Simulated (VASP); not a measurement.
All values below come from LDA (Ceperley-Alder, Perdew-Zunger), VASP's LDA PAW potentials (set 64) (plane waves; VASP).

VASP input:

### KPOINTS
```
Automatic mesh
0
gamma
 5 5 4
0 0 0
```

### POSCAR
```
PbO
1
    3.9443926837     0.0000000000     0.0000000000
    0.0000000000     3.9443926837    -0.0000000000
    0.0000000000    -0.0000000000     4.8878271118
Pb O
2 2
Direct
  0.5000000000   1.0000000000   0.7579538409
  0.0000000000   0.5000000000   0.2420461591
  0.5000000000   0.5000000000   0.0000000000
  1.0000000000   0.0000000000   0.0000000000
```

### INCAR
```
SYSTEM = PbO
PREC = Accurate; ENCUT = 520; LREAL = .FALSE.
LASPH = .TRUE.
EDIFF = 1E-8; NELM = 100; ALGO = Normal
LMAXMIX = 4
ISMEAR = 0; SIGMA = 0.05
IBRION = 1; NSW = 30; ISIF = 2
EDIFFG = -0.001
LWAVE = .FALSE.; LCHARG = .FALSE.
```

POTCAR, in this order: Pb_d O (LDA.64 set). Program: vasp_std.

What VASP printed:

**OUTCAR**
```
 ion  position               nearest neighbor table
   1  0.500  0.000  0.758-   3 2.30   4 2.30   3 2.30   4 2.30   2 3.66   2 3.66   2 3.66   2 3.66
                             2 3.76   2 3.76   2 3.76   2 3.76
   2  0.000  0.500  0.242-   3 2.30   4 2.30   4 2.30   3 2.30   1 3.66   1 3.66   1 3.66   1 3.66
                             1 3.76   1 3.76   1 3.76   1 3.76
   3  0.500  0.500  0.000-   1 2.30   2 2.30   1 2.30   2 2.30
   4  0.000  0.000  0.000-   1 2.30   2 2.30   2 2.30   1 2.30
  LATTYP: Found a simple tetragonal cell.
 ALAT       =     3.9443926837
 C/A-ratio  =     1.2391836979
 Subroutine PRICEL returns:
 Original cell was already a primitive cell.
 Subroutine GETGRP returns: Found 16 space group operations
The static configuration has the point symmetry D_2d.
 The point group associated with its full space group is D_4h.
The dynamic configuration has the point symmetry D_2d.
 Subroutine INISYM returns: Found 16 space group operations
 Subroutine IBZKPT returns following result:
 Found     18 irreducible k-points:

 Following reciprocal coordinates:
            Coordinates               Weight
  0.000000  0.000000  0.000000      1.000000
  0.200000  0.000000  0.000000      4.000000
  0.400000  0.000000  0.000000      4.000000
...
```

### OSZICAR
```
       N       E                     dE             d eps       ncg     rms          rms(c)
DAV:   1     0.451317133319E+03    0.45132E+03   -0.20526E+04   864   0.200E+03
DAV:   2     0.268221738642E+02   -0.42449E+03   -0.41702E+03   928   0.496E+02
DAV:   3    -0.270503701696E+02   -0.53873E+02   -0.52790E+02  1168   0.192E+02
DAV:   4    -0.286872676449E+02   -0.16369E+01   -0.16354E+01   928   0.381E+01
DAV:   5    -0.287507476011E+02   -0.63480E-01   -0.63474E-01  1248   0.710E+00    0.119E+01
DAV:   6    -0.246671425311E+02    0.40836E+01   -0.33035E+01  1408   0.464E+01    0.522E+00
DAV:   7    -0.244635152434E+02    0.20363E+00   -0.31361E+00  1136   0.135E+01    0.242E+00
DAV:   8    -0.244327289025E+02    0.30786E-01   -0.81755E-01  1192   0.648E+00    0.119E+00
DAV:   9    -0.244018163828E+02    0.30913E-01   -0.16623E-01  1368   0.367E+00    0.226E-01
DAV:  10    -0.244031432845E+02   -0.13269E-02   -0.15339E-02   936   0.773E-01    0.562E-02
DAV:  11    -0.244031038958E+02    0.39389E-04   -0.16997E-03  1552   0.341E-01    0.640E-02
DAV:  12    -0.244030643086E+02    0.39587E-04   -0.14731E-04  1264   0.130E-01    0.427E-02
DAV:  13    -0.244030427540E+02    0.21555E-04   -0.12972E-04  1392   0.978E-02    0.626E-03
DAV:  14    -0.244030432830E+02   -0.52900E-06   -0.89556E-06  1120   0.245E-02    0.208E-03
DAV:  15    -0.244030431463E+02    0.13666E-06   -0.93923E-07  1440   0.129E-02    0.978E-04
DAV:  16    -0.244030431855E+02   -0.39198E-07   -0.40596E-07  1144   0.705E-03    0.166E-03
DAV:  17    -0.244030431447E+02    0.40852E-07   -0.19991E-07  1032   0.479E-03    0.875E-05
DAV:  18    -0.244030431465E+02   -0.18008E-08   -0.19385E-08   696   0.948E-04
   1 F= -.24403043E+02 E0= -.24403043E+02  d E =-.244030E+02
       N       E                     dE             d eps       ncg     rms          rms(c)
DAV:   1    -0.244030457327E+02   -0.25880E-05   -0.91178E-03  1048   0.531E-01    0.684E-03
DAV:   2    -0.244030585986E+02   -0.12866E-04   -0.14003E-04  1256   0.115E-01    0.373E-03
DAV:   3    -0.244030583456E+02    0.25300E-06   -0.22055E-06  1368   0.163E-02    0.186E-03
DAV:   4    -0.244030582654E+02    0.80197E-07   -0.21415E-07  1304   0.746E-03    0.753E-04
DAV:   5    -0.244030582633E+02    0.21473E-08   -0.46792E-08   976   0.174E-03
   2 F= -.24403058E+02 E0= -.24403058E+02  d E =-.151168E-04
       N       E                     dE             d eps       ncg     rms          rms(c)
DAV:   1    -0.244030581956E+02    0.69779E-07   -0.33788E-04  1064   0.102E-01    0.128E-03
DAV:   2    -0.244030586866E+02   -0.49091E-06   -0.53028E-06  1232   0.226E-02    0.727E-04
DAV:   3    -0.244030586769E+02    0.96070E-08   -0.78598E-08  1208   0.320E-03
   3 F= -.24403059E+02 E0= -.24403059E+02  d E =-.413668E-06
```

OUTCAR:
```
------------------------ aborting loop because EDIFF is reached ----------------------------------------
  FORCE on cell =-STRESS in cart. coord.  units (eV):
  Direction    XX          YY          ZZ          XY          YZ          ZX
  --------------------------------------------------------------------------------------
  Total        0.0175198      0.0175198     -0.0265562      0.0000000      0.0000000      0.0000000
  in kB        0.3691171      0.3691171     -0.5595002      0.0000000      0.0000000      0.0000000
  external PRESSURE =       0.0595780 kB  Pullay stress =       0.0000000 kB
  volume of cell :       76.05
      direct lattice vectors                 reciprocal lattice vectors
     3.944392684  0.000000000  0.000000000     0.253524454  0.000000000  0.000000000
     0.000000000  3.944392684  0.000000000     0.000000000  0.253524454  0.000000000
     0.000000000  0.000000000  4.887827112     0.000000000  0.000000000  0.204589888
 POSITION                                       TOTAL-FORCE (eV/Angst)
 -----------------------------------------------------------------------------------
      1.97220      0.00000      3.70569        -0.000000      0.000000     -0.000034
      0.00000      1.97220      1.18214         0.000000      0.000000      0.000034
      1.97220      1.97220      0.00000         0.000000      0.000000      0.000000
      0.00000      0.00000      0.00000         0.000000     -0.000000      0.000000
 -----------------------------------------------------------------------------------
    total drift:                                0.000000      0.000000     -0.000000
  FREE ENERGIE OF THE ION-ELECTRON SYSTEM (eV)
  ---------------------------------------------------
  free  energy   TOTEN  =       -24.4030586769 eV

  energy  without entropy=      -24.4030586769  energy(sigma->0) =      -24.40305868

 reached required accuracy - stopping structural energy minimisation
```
(Selected blocks of OUTCAR.)

CONTCAR:
```
PbO
   1.00000000000000
     3.9443926836999998    0.0000000000000000    0.0000000000000000
     0.0000000000000000    3.9443926836999998    0.0000000000000000
     0.0000000000000000    0.0000000000000000    4.8878271118000001
  Pb              O
     2     2
Direct
     0.5000000000000000    0.0000000000000000    0.7581469442595660
     0.0000000000000000    0.5000000000000000    0.2418530557404341
     0.5000000000000000    0.5000000000000000    0.0000000000000000
     0.0000000000000000    0.0000000000000000    0.0000000000000000
```

The compound is PbO in the litharge structure. This run relaxes the ions in a fixed cell. Symmetry was kept, so distortions that lower it aren't found. The start is the result of an earlier pass.
